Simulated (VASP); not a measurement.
Consider the following.

```yaml
crystal:
  lattice:
    - [-1.61346, 5.23126, 2.69021]
    - [1.61346, -5.23126, 2.69021]
    - [1.61346, 5.23126, -2.69021]
  atoms:
    - { symbol: Mg, position: [0.16256, 0.66256, 0.50000] }
    - { symbol: Mg, position: [0.75094, 0.00197, 0.74897] }
    - { symbol: Mg, position: [0.25300, 0.00197, 0.25103] }
    - { symbol: Sn, position: [0.66683, 0.66683, 0.00000] }
```

Calculation: PBEsol GGA, VASP's PBE PAW potentials (set 64) (plane waves; VASP). Numerical set-up: 400 eV cut-off, Gaussian smearing of 0.050 eV, potentials Mg Sn_d.

Give the energies of bands 6 to 13 at the high-symmetry points, in eV from the Fermi level.

```csv
band,Γ,X,F0,Λ0,R,W,S,T
6,-9.47,-9.03,-6.48,-8.85,-6.03,-6.02,-8.88,-6.34
7,-3.67,-6.18,-4.15,-5.60,-3.93,-3.90,-6.01,-4.48
8,-3.23,-3.33,-3.39,-5.50,-2.60,-2.75,-3.91,-2.06
9,-2.76,-2.86,-0.72,-0.89,-1.95,-2.32,-3.55,-1.41
10,-1.26,1.22,-0.18,-0.67,-1.64,-0.42,0.97,-0.29
11,-1.00,2.06,0.78,1.35,-0.69,-0.36,1.83,0.62
12,-0.37,2.87,1.18,4.25,1.32,0.21,3.42,1.16
13,5.00,2.96,2.29,4.75,2.00,0.41,3.96,1.53
```

It has no gap at this level: it comes out as a metal or semimetal.

The structure comes from a computed database's Mg3Sn entry (Imm2); how it stands against other phases isn't given here. It was relaxed first.
